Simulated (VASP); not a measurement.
Data:

```
Se
1.0
    2.22366    -3.85148     0.00000
    2.22366     3.85148     0.00000
    0.00000     0.00000     4.91738
Se
3
Direct
  0.00000   0.21875   0.66667
  0.78125   0.78125   0.00000
  0.21875   0.00000   0.33333
```

Calculation: MS2 meta-GGA, VASP's PBE PAW potentials (set 64) (plane waves; VASP). Numerical set-up: 520 eV cut-off, 6×6×5 Γ-centred mesh, Gaussian smearing of 0.050 eV, potentials Se.

### Question
The ions and cell shape at fixed volume are relaxed. Predict the relaxed structure.

### Answer

```
Se
1.0
    2.21325    -3.83346     0.00000
    2.21325     3.83346     0.00000
    0.00000     0.00000     4.96373
Se
3
Direct
  0.00000   0.22244   0.66667
  0.77756   0.77756   0.00000
  0.22244   0.00000   0.33333
```
Space group P3_121 (152), at a tolerance of 0.03 Å.

### Question
How much energy does the relaxation gain?

### Answer
The energy (σ→0) changes by -3.4 meV/atom, in 6 ionic steps.

| step | E(σ→0) (eV) | max force (eV/Å) | pressure (GPa) | volume (Å³) |
|---|---|---|---|---|
| 1 | -13.1850 | 0.325 | 1.74 | 84.23 |
| 2 | -13.1945 | 0.026 | 0.61 | 84.23 |
| 3 | -13.1947 | 0.015 | 0.44 | 84.23 |
| 4 | -13.1947 | 0.009 | 0.47 | 84.23 |
| 5 | -13.1949 | 0.004 | 0.45 | 84.23 |
| 6 | -13.1950 | 0.004 | 0.41 | 84.23 |

The compound is Se in the trig structure. This cell is one point of a volume scan, at 0.97 of the reference volume. Symmetry was kept, so distortions that lower it aren't found.
